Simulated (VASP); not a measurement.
VASP input:

INCAR:
```
ALGO=Normal
EDIFF=1E-6
ENCUT=400
GGA=PE
ISIF=2
ISMEAR=-1
LASPH=.True.
LCHARG=.False.
LMAXMIX=4
LREAL=.False.
LWAVE=.False.
NELM=100
PREC=Accurate
SIGMA=0.05
SYSTEM=SrO
```

### KPOINTS
```
Automatic
0
G
 8 8 8
```

POSCAR:
```
SrO
3.6486710
  0.0000000000   0.7071067794   0.7071067794
  0.7071067794   0.0000000000   0.7071067794
  0.7071067794   0.7071067794   0.0000000000
Sr O
1 1
direct
  0.0000000000   0.0000000000   0.0000000000
  0.5000000000   0.5000000000   0.5000000000
```

POTCAR, in this order: Sr_sv O (PBE.64 set). Program: vasp_std.

### Question
Translate this PBE calculation to Ansatz.

### Answer
One equivalent input (not run):
Ansatz 0.2 input:
```yaml
crystal:
  lattice:
    - [0.0000000, 2.5800000, 2.5800000]
    - [2.5800000, 0.0000000, 2.5800000]
    - [2.5800000, 2.5800000, 0.0000000]
  atoms:
    - { symbol: Sr, position: [0.0000000, 0.0000000, 0.0000000] }
    - { symbol: O, position: [0.5000000, 0.5000000, 0.5000000] }
kpoints:
  mp_grid: { grid: [8, 8, 8] }
hamiltonian:
  xc: pbe
  pseudopotentials: { kind: paw }
scf:
  occupations: { method: fermi_dirac, width: 0.05 }
  max_iter: 100
output: { forces: true, stress: true, eigenvalues: true }
```
The two are equivalent in intent, not identical: each code has its own PAW files, so the cut-off isn't converted (ENCUT is set for VASP's; basis.ecutwfc is left out, and Ansatz then takes the one that its files recommend); Ansatz stops its SCF on the density residual and VASP on the energy change (EDIFF).

The structure is a typed SrO crystal (Fm-3m). The cell was not relaxed at this level.
